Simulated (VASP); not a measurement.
Level of theory: r2SCAN meta-GGA, VASP's PBE PAW potentials (set 64) (plane waves; VASP).

A VASP calculation is set up with these files.

### KPOINTS
```
Automatic mesh
0
G
10 10 10
0 0 0
```

**INCAR**
```
IBRION = 2
EDIFFG = -0.02   ! ionic stop
ENCUT = 520
NELM = 100   ! most electronic steps
NSW = 60
ISMEAR = 0   ! Gaussian
LCHARG = F
ALGO = Normal   ! blocked Davidson
LMAXMIX = 6   ! l cut-off of mixed one-centre charges
LMIXTAU = T
METAGGA = R2SCAN
LWAVE = F
LASPH = T
PREC = Accurate
EDIFF = 1E-6   ! SCF stop (eV)
SYSTEM = TaN
SIGMA = 0.05   ! width (eV)
LREAL = F   ! projection in real space or not
ISIF = 3   ! ions, shape and volume
```

**POSCAR**
```
TaN
1.0
 -1.4443013240   1.4443013240   5.0983892588
  1.4443013240  -1.4443013240   5.0983892588
  1.4443013240   1.4443013240  -5.0983892588
Ta N
2 2
Cart
 -0.0000000000   0.0000000000   7.6346761289
  1.4443013240   0.0000000000   5.0854814995
 -0.0000000000   0.0000000000   1.7055729932
  0.0000000000   1.4443013240   4.2547676226
```

POTCAR, in this order: Ta_pv N (PBE.64 set). Program: vasp_std.

Output of the run:

### OUTCAR
```
 ion  position               nearest neighbor table
   1  0.749  0.749  0.000-   3 2.21   3 2.21   3 2.21   3 2.21   4 2.24   4 2.24   2 2.93   2 2.93
                             2 2.93   2 2.93
   2  0.499  0.999  0.500-   4 2.21   4 2.21   4 2.21   4 2.21   3 2.24   3 2.24   1 2.93   1 2.93
                             1 2.93   1 2.93
   3  0.167  0.167  0.000-   1 2.21   1 2.21   1 2.21   1 2.21   2 2.24   2 2.24
   4  0.917  0.417  0.500-   2 2.21   2 2.21   2 2.21   2 2.21   1 2.24   1 2.24
  LATTYP: Found a body centered tetragonal cell.
 ALAT       =     2.8886026480
 C/A-ratio  =     3.5300038670
 Subroutine PRICEL returns:
 Original cell was already a primitive cell.
 Subroutine GETGRP returns: Found  8 space group operations
The static configuration has the point symmetry C_2v.
 The point group associated with its full space group is C_4v.
The dynamic configuration has the point symmetry C_2v.
 Subroutine INISYM returns: Found  8 space group operations
 Subroutine IBZKPT returns following result:
 Found    102 irreducible k-points:

 Following reciprocal coordinates:
            Coordinates               Weight
  0.000000  0.000000  0.000000      1.000000
  0.100000 -0.000000  0.000000      8.000000
  0.200000 -0.000000  0.000000      8.000000
  0.300000  0.000000 -0.000000      8.000000
  0.400000 -0.000000  0.000000      8.000000
  0.500000  0.000000  0.000000      4.000000
  0.100000  0.100000  0.000000      8.000000
  0.200000  0.100000  0.000000     16.000000
  0.300000  0.100000  0.000000     16.000000
  0.400000  0.100000 -0.000000     16.000000
  0.500000  0.100000  0.000000     16.000000
 -0.400000  0.100000 -0.000000     16.000000
 -0.300000  0.100000 -0.000000     16.000000
 -0.200000  0.100000 -0.000000     16.000000
 -0.100000  0.100000  0.000000      4.000000
  0.200000  0.200000  0.000000      8.000000
  0.300000  0.200000  0.000000     16.000000
  0.400000  0.200000  0.000000     16.000000
  0.500000  0.200000  0.000000     16.000000
 -0.400000  0.200000 -0.000000     16.000000
 -0.300000  0.200000 -0.000000     16.000000
 -0.200000  0.200000  0.000000      4.000000
  0.300000  0.300000  0.000000      8.000000
  0.400000  0.300000  0.000000     16.000000
  0.500000  0.300000  0.000000     16.000000
 -0.400000  0.300000 -0.000000     16.000000
 -0.300000  0.300000  0.000000      4.000000
  0.400000  0.400000 -0.000000      8.000000
  0.500000  0.400000  0.000000     16.000000
 -0.400000  0.400000  0.000000      4.000000
  0.500000  0.500000  0.000000      2.000000
  0.100000  0.100000  0.100000      8.000000
  0.200000  0.100000  0.100000     16.000000
  0.300000  0.100000  0.100000     16.000000
  0.400000  0.100000  0.100000      8.000000
 -0.100000  0.100000  0.100000      4.000000
  0.200000  0.200000  0.100000      8.000000
  0.300000  0.200000  0.100000     16.000000
  0.400000  0.200000  0.100000     16.000000
  0.500000  0.200000  0.100000     16.000000
   k-points           NKPTS =    102   k-points in BZ     NKDIM =    102   number of bands    NBANDS=     20
   number of dos      NEDOS =    301   number of ions     NIONS =      4
   total plane-waves  NPLWV =  74088
   dimension x,y,z NGX =    42 NGY =   42 NGZ =   42
   dimension x,y,z NGXF=    84 NGYF=   84 NGZF=   84
   ions per type =               2   2
   PREC   = accura    normal or accurate (medium, high low for compatibility)
   ISTART =      0    job   : 0-new  1-cont  2-samecut
   ICHARG =      2    charge: 1-file 2-atom 10-const
   ISPIN  =      1    spin polarized calculation?
   LNONCOLLINEAR =      F non collinear calculations
   LSORBIT =      F    spin-orbit coupling
   INIWAV =      1    electr: 0-lowe 1-rand  2-diag
...
```

OSZICAR:
```
       N       E                     dE             d eps       ncg     rms          rms(c)
DAV:   1     0.197221005003E+03    0.19722E+03   -0.18758E+04  4080   0.175E+03
DAV:   2    -0.120206711470E+03   -0.31743E+03   -0.30763E+03  4888   0.477E+02
DAV:   3    -0.134161520001E+03   -0.13955E+02   -0.13769E+02  4928   0.935E+01
DAV:   4    -0.134443423820E+03   -0.28190E+00   -0.27970E+00  5112   0.126E+01
DAV:   5    -0.134451179656E+03   -0.77558E-02   -0.77497E-02  5060   0.150E+00    0.353E+01
DAV:   6    -0.121211480234E+03    0.13240E+02   -0.24848E+01  5224   0.385E+01    0.154E+01
DAV:   7    -0.119902900768E+03    0.13086E+01   -0.23950E+00  4892   0.113E+01    0.665E+00
DAV:   8    -0.120482085041E+03   -0.57918E+00   -0.12906E+00  4580   0.945E+00    0.233E+00
DAV:   9    -0.120577444196E+03   -0.95359E-01   -0.42266E-01  4588   0.625E+00    0.360E-01
DAV:  10    -0.120621286221E+03   -0.43842E-01   -0.27523E-02  4852   0.164E+00    0.348E-01
DAV:  11    -0.120611286404E+03    0.99998E-02   -0.31989E-03  4700   0.573E-01    0.269E-01
DAV:  12    -0.120623103080E+03   -0.11817E-01   -0.12126E-02  4660   0.106E+00    0.201E-01
DAV:  13    -0.120623931429E+03   -0.82835E-03   -0.99971E-04  4800   0.357E-01    0.125E-01
DAV:  14    -0.120624234206E+03   -0.30278E-03   -0.15922E-04  5104   0.880E-02    0.916E-02
DAV:  15    -0.120624436925E+03   -0.20272E-03   -0.46043E-05  4844   0.489E-02    0.716E-02
DAV:  16    -0.120624601156E+03   -0.16423E-03   -0.44138E-04  4724   0.155E-01    0.137E-02
DAV:  17    -0.120624624742E+03   -0.23586E-04   -0.25636E-05  4792   0.460E-02    0.166E-02
DAV:  18    -0.120624627006E+03   -0.22640E-05   -0.38683E-06  4484   0.143E-02    0.892E-03
DAV:  19    -0.120624627491E+03   -0.48511E-06   -0.26993E-06  3704   0.112E-02
   1 F= -.12062463E+03 E0= -.12062463E+03  d E =-.120625E+03
       N       E                     dE             d eps       ncg     rms          rms(c)
DAV:   1    -0.120965826296E+03   -0.34120E+00   -0.18134E+01  4120   0.494E+01    0.744E+00
DAV:   2    -0.120648838505E+03    0.31699E+00   -0.67337E-01  4108   0.741E+00    0.344E+00
DAV:   3    -0.120528670649E+03    0.12017E+00   -0.41121E-01  4516   0.576E+00    0.740E-01
DAV:   4    -0.120543502102E+03   -0.14831E-01   -0.19949E-02  4784   0.129E+00    0.391E-01
DAV:   5    -0.120525404020E+03    0.18098E-01   -0.15848E-02  4464   0.119E+00    0.300E-01
DAV:   6    -0.120544390880E+03   -0.18987E-01   -0.13829E-02  4308   0.110E+00    0.458E-02
DAV:   7    -0.120544742642E+03   -0.35176E-03   -0.40937E-04  4860   0.189E-01    0.301E-02
DAV:   8    -0.120544645977E+03    0.96665E-04   -0.98480E-05  4760   0.101E-01    0.202E-02
DAV:   9    -0.120544818910E+03   -0.17293E-03   -0.97366E-05  4508   0.105E-01    0.633E-03
DAV:  10    -0.120544820607E+03   -0.16967E-05   -0.92344E-06  5020   0.259E-02    0.532E-03
DAV:  11    -0.120544822189E+03   -0.15824E-05   -0.94083E-07  2924   0.105E-02    0.273E-03
DAV:  12    -0.120544822521E+03   -0.33163E-06   -0.10544E-06  2788   0.669E-03
   2 F= -.12054482E+03 E0= -.12054482E+03  d E =0.798050E-01
       N       E                     dE             d eps       ncg     rms          rms(c)
DAV:   1    -0.120859913207E+03   -0.31509E+00   -0.89654E+00  4120   0.337E+01    0.540E+00
DAV:   2    -0.120695032133E+03    0.16488E+00   -0.36492E-01  4116   0.548E+00    0.249E+00
DAV:   3    -0.120633989649E+03    0.61042E-01   -0.20800E-01  4540   0.424E+00    0.613E-01
DAV:   4    -0.120638578142E+03   -0.45885E-02   -0.99674E-03  4768   0.944E-01    0.289E-01
DAV:   5    -0.120630835546E+03    0.77426E-02   -0.96350E-03  4472   0.930E-01    0.246E-01
DAV:   6    -0.120639191270E+03   -0.83557E-02   -0.75791E-03  4304   0.838E-01    0.250E-02
DAV:   7    -0.120639500590E+03   -0.30932E-03   -0.23368E-04  4836   0.153E-01    0.221E-02
DAV:   8    -0.120639499217E+03    0.13725E-05   -0.10553E-05  4592   0.287E-02    0.219E-02
DAV:   9    -0.120639506057E+03   -0.68401E-05   -0.15781E-05  4936   0.375E-02    0.132E-02
DAV:  10    -0.120639519872E+03   -0.13814E-04   -0.77196E-06  4564   0.307E-02    0.177E-03
DAV:  11    -0.120639521189E+03   -0.13175E-05   -0.56725E-07  2548   0.922E-03    0.126E-03
DAV:  12    -0.120639520955E+03    0.23422E-06   -0.89927E-08  2416   0.344E-03
   3 F= -.12063952E+03 E0= -.12063952E+03  d E =-.148935E-01
```

File OUTCAR:
```
------------------------ aborting loop because EDIFF is reached ----------------------------------------
  FORCE on cell =-STRESS in cart. coord.  units (eV):
  Direction    XX          YY          ZZ          XY          YZ          ZX
  --------------------------------------------------------------------------------------
  Total       -0.0440808     -0.0440808      0.0050371      0.0000000      0.0000000      0.0000000
  in kB       -1.6311905     -1.6311905      0.1863960      0.0000000      0.0000000      0.0000000
  external PRESSURE =      -1.0253283 kB  Pullay stress =       0.0000000 kB
  volume of cell :       43.30
      direct lattice vectors                 reciprocal lattice vectors
    -1.453101495  1.453101495  5.126290280     0.000000000  0.344091587  0.097536420
     1.453101495 -1.453101495  5.126290280     0.344091587  0.000000000  0.097536420
     1.453101495  1.453101495 -5.126290280     0.344091587  0.344091587  0.000000000
 POSITION                                       TOTAL-FORCE (eV/Angst)
 -----------------------------------------------------------------------------------
      0.00000      0.00000      7.67680        -0.000000      0.000000     -0.006593
      1.45310      0.00000      5.11365         0.000000     -0.000000     -0.006593
      0.00000      0.00000      1.71457         0.000000      0.000000      0.006593
     -0.00000      1.45310      4.27771        -0.000000     -0.000000      0.006593
 -----------------------------------------------------------------------------------
    total drift:                                0.000002      0.000002      0.000325
  FREE ENERGIE OF THE ION-ELECTRON SYSTEM (eV)
  ---------------------------------------------------
  free  energy   TOTEN  =      -120.6395209548 eV

  energy  without entropy=     -120.6395209548  energy(sigma->0) =     -120.63952095

 reached required accuracy - stopping structural energy minimisation
```
(Selected blocks of OUTCAR.)

CONTCAR:
```
TaN
   1.00000000000000
    -1.4531014951528580    1.4531014951528580    5.1262902796549517
     1.4531014951528580   -1.4531014951528580    5.1262902796549517
     1.4531014951528580    1.4531014951528580   -5.1262902796549517
  Ta              N
     2     2
Direct
     0.7487673750079286    0.7487673750079286    0.0000000000000000
     0.4987673750079287    0.9987673750079286    0.5000000000000000
     0.1672326249920753    0.1672326249920753    0.0000000000000000
     0.9172326249920754    0.4172326249920753    0.5000000000000000
```

The structure was generated: TaN was put into the NbAs type (I4_1md), which need not be its known phase. This run relaxes it. Symmetry was kept, so distortions that lower it aren't found. The start is the result of an earlier pass.
